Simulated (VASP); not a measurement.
Level of theory: PBE GGA, VASP's PBE PAW potentials (set 64) (plane waves; VASP).

VASP input:

INCAR:
```
# general
SYSTEM =Sn
PREC   =Accurate
ENCUT  =300
LREAL  =F
LASPH  =T

# electronic loop
EDIFF  =1E-6
NELM   =100
ALGO   =Normal
LMAXMIX=4

# smearing
ISMEAR =0
SIGMA  =0.1

# functional
GGA    =PE

# ions
ISIF   =2

# output
LWAVE  =F
LCHARG =F
```

File POSCAR:
```
Sn
4.3300640
 -0.6597362071   0.6597362071   0.3598561130
  0.6597362071  -0.6597362071   0.3598561130
  0.6597362071   0.6597362071  -0.3598561130
Sn
2
Cartesian
  0.6597362071   0.0000000000   0.1799280565
  0.0000000000   0.0000000000   0.0000000000
```

**KPOINTS**
```
K-points
0
Gamma
 8 8 8
```

POTCAR, in this order: Sn_d (PBE.64 set). Program: vasp_std.

The run wrote:

File OUTCAR:
```
 ion  position               nearest neighbor table
   1  0.250  0.750  0.500-   2 2.96   2 2.96   2 2.96   2 2.96   2 3.69   2 3.69   2 3.69   2 3.69
  LATTYP: Found a body centered tetragonal cell.
 ALAT       =     5.7134000000
 C/A-ratio  =     0.5454545455
 Subroutine PRICEL returns:
 Original cell was already a primitive cell.
 Subroutine GETGRP returns: Found 16 space group operations
The static configuration has the point symmetry D_2d.
 The point group associated with its full space group is D_4h.
The dynamic configuration has the point symmetry D_2d.
 Subroutine INISYM returns: Found 16 space group operations
 Subroutine IBZKPT returns following result:
 Found     59 irreducible k-points:

 Following reciprocal coordinates:
            Coordinates               Weight
  0.000000  0.000000  0.000000      1.000000
  0.125000  0.000000  0.000000      8.000000
  0.250000  0.000000  0.000000      8.000000
  0.375000 -0.000000  0.000000      8.000000
  0.500000  0.000000  0.000000      4.000000
  0.125000  0.125000  0.000000      8.000000
  0.250000  0.125000  0.000000     16.000000
  0.375000  0.125000  0.000000     16.000000
...
```

OSZICAR:
```
       N       E                     dE             d eps       ncg     rms          rms(c)
DAV:   1     0.170872392648E+03    0.17087E+03   -0.11304E+04  2146   0.183E+03
DAV:   2     0.685588575488E+01   -0.16402E+03   -0.16203E+03  2144   0.372E+02
DAV:   3    -0.714158725935E+01   -0.13997E+02   -0.13866E+02  2416   0.120E+02
DAV:   4    -0.749698198361E+01   -0.35539E+00   -0.35371E+00  2434   0.204E+01
DAV:   5    -0.750909028829E+01   -0.12108E-01   -0.12108E-01  2830   0.332E+00    0.265E+00
DAV:   6    -0.749029637631E+01    0.18794E-01   -0.27571E-02  2774   0.264E+00    0.151E+00
DAV:   7    -0.748336846516E+01    0.69279E-02   -0.19934E-02  2762   0.220E+00    0.152E-01
DAV:   8    -0.748319746981E+01    0.17100E-03   -0.19159E-03  2538   0.655E-01    0.341E-02
DAV:   9    -0.748320371978E+01   -0.62500E-05   -0.49383E-05  2494   0.742E-02    0.147E-02
DAV:  10    -0.748320155718E+01    0.21626E-05   -0.65395E-06  2428   0.364E-02    0.179E-03
DAV:  11    -0.748320177971E+01   -0.22253E-06   -0.29813E-07  1164   0.861E-03
   1 F= -.74832018E+01 E0= -.74809756E+01  d E =-.445243E-02
```

File OUTCAR:
```
------------------------ aborting loop because EDIFF is reached ----------------------------------------
  FORCE on cell =-STRESS in cart. coord.  units (eV):
  Direction    XX          YY          ZZ          XY          YZ          ZX
  --------------------------------------------------------------------------------------
  Total        1.8524235      1.8524235      2.3481040      0.0000000      0.0000000      0.0000000
  in kB       58.3496689     58.3496689     73.9631585      0.0000000      0.0000000      0.0000000
  external PRESSURE =      63.5541655 kB  Pullay stress =       0.0000000 kB
  volume of cell :       50.86
      direct lattice vectors                 reciprocal lattice vectors
    -2.856700000  2.856700000  1.558200000     0.000000000  0.175027129  0.320883070
     2.856700000 -2.856700000  1.558200000     0.175027129  0.000000000  0.320883070
     2.856700000  2.856700000 -1.558200000     0.175027129  0.175027129  0.000000000
 POSITION                                       TOTAL-FORCE (eV/Angst)
 -----------------------------------------------------------------------------------
      2.85670      0.00000      0.77910         0.000000      0.000000      0.000000
      0.00000      0.00000      0.00000        -0.000000     -0.000000     -0.000000
 -----------------------------------------------------------------------------------
    total drift:                                0.000000     -0.000000      0.000000
  FREE ENERGIE OF THE ION-ELECTRON SYSTEM (eV)
  ---------------------------------------------------
  free  energy   TOTEN  =        -7.4832017797 eV

  energy  without entropy=       -7.4787493486  energy(sigma->0) =       -7.48097556
```
(Selected blocks of OUTCAR.)

At this cut-off the stress carries a Pulay error, which pulls relaxed volumes low.

The structure is a typed Sn crystal (I4_1/amd). The cell was not relaxed at this level, and its volume differs by -5.9 % from the start's.
